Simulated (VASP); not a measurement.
**From an Ansatz input to VASP: Ca₂C (strained antifluorite)**

Ansatz input

```yaml
crystal:
  lattice:
    - [0.0, 3.0400414738, 3.1422679096]
    - [3.0400414738, 0.0, 3.1422679096]
    - [3.0400414738, 3.0400414738, 0.0]
  atoms:
    - { symbol: C, position: [0.0, 0.0, 0.0] }
    - { symbol: Ca, position: [0.25, 0.25, 0.25] }
    - { symbol: Ca, position: [0.75, 0.75, 0.75] }
kpoints:
  mp_grid: { grid: [8, 8, 8] }
  band_path:
    path:
      - [0.0, 0.0, 0.0]
      - [0.5, 0.0, 0.5]
      - [0.625, 0.25, 0.625]
      - [0.375, 0.375, 0.75]
      - [0.5, 0.5, 0.5]
      - [0.5, 0.25, 0.75]
    npoints: 1
hamiltonian:
  xc: r2scan
scf:
  occupations: { method: fermi_dirac, width: 0.02 }
  n_extra_bands: 4
output:
  forces: true
  stress: true
  eigenvalues: true
  write_density: true
  write_potential: true
  elf: true
  volumetric_format: npy
```

Question: Which VASP files do the same job?

Answer: 

INCAR

```
LWAVE = .FALSE.
EDIFF = 1E-7
METAGGA = R2SCAN
ISIF = 2
NELM = 120
ALGO = Normal
SIGMA = 0.02
LASPH = .TRUE.
LREAL = .FALSE.
NSW = 0
NBANDS = 19
ISMEAR = -1
PREC = Accurate
IBRION = -1
LELF = .TRUE.
LCHARG = .TRUE.
ENCUT = 520
```

KPOINTS

```
KPOINTS created by Atomic Simulation Environment
0
Gamma
8 8 8
0 0 0
```

KPOINTS_OPT

```
special points
6
Reciprocal
0.0000000000 0.0000000000 0.0000000000 1
0.5000000000 0.0000000000 0.5000000000 1
0.6250000000 0.2500000000 0.6250000000 1
0.3750000000 0.3750000000 0.7500000000 1
0.5000000000 0.5000000000 0.5000000000 1
0.5000000000 0.2500000000 0.7500000000 1
```

POSCAR

```
C  Ca
 1.0000000000000000
     0.0000000000000000    3.0400414738000001    3.1422679096000001
     3.0400414738000001    0.0000000000000000    3.1422679096000001
     3.0400414738000001    3.0400414738000001    0.0000000000000000
 C   Ca
   1   2
Cartesian
  0.0000000000000000  0.0000000000000000  0.0000000000000000
  1.5200207369000001  1.5200207369000001  1.5711339548000001
  4.5600622107000000  4.5600622107000000  4.7134018643999998
```

VASP ran with the recommended PBE PAW datasets (24 valence electrons in the cell). Other inputs would serve too.

```tsv
	Ansatz	VASP
gap between bands v and c	0.17 eV	0.16 eV
least direct gap	0.17 eV	0.16 eV
pressure	3.3 GPa	3.8 GPa
```

Each program uses its own PAW datasets. VASP's cell holds 24 valence electrons and Ansatz's 24. Ansatz's stress includes a Pulay correction; VASP's doesn't.
